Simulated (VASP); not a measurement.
```yaml
crystal:
  lattice:
    - [-4.06024, 4.06024, 3.22565]
    - [4.06024, -4.06024, 3.22565]
    - [4.06024, 4.06024, -3.22565]
  atoms:
    - { symbol: Tl, position: [0.75000, 0.75000, 0.00000] }
    - { symbol: Tl, position: [0.25000, 0.25000, 0.00000] }
    - { symbol: Ga, position: [0.75000, 0.25000, 0.50000] }
    - { symbol: Ga, position: [0.25000, 0.75000, 0.50000] }
    - { symbol: Se, position: [0.34077, 0.15923, 0.50000] }
    - { symbol: Se, position: [0.65923, 0.84077, 0.50000] }
    - { symbol: Se, position: [0.15923, 0.65923, 0.81847] }
    - { symbol: Se, position: [0.84077, 0.34077, 0.18153] }
```

All values below come from r2SCAN meta-GGA, VASP's PBE PAW potentials (set 64) (plane waves; VASP). Numerical set-up: 400 eV cut-off, 5×5×5 Γ-centred mesh, tetrahedra with Blöchl corrections, potentials Tl_d Ga_d Se.

The cores are frozen, which limits the accuracy of field gradients.

**Question.** Give the principal components of the electric field gradient (V/Å²) and the asymmetry η at each nucleus.

**Answer.** 
```
atom    Vxx   Vyy     Vzz     η
----  -----  ----  ------  ----
Tl1    11.1  11.1   -22.3  0.00
Tl2    11.1  11.1   -22.3  0.00
Ga3    10.4  10.4   -20.8  0.00
Ga4    10.4  10.4   -20.8  0.00
Se5   152.4  12.9  -165.3  0.84
Se6   152.4  12.9  -165.3  0.84
Se7   152.4  12.9  -165.3  0.84
Se8   152.4  12.9  -165.3  0.84
```

The structure comes from a computed database's TlGaSe2 entry (I4/mcm); how it stands against other phases isn't given here. It was relaxed first.
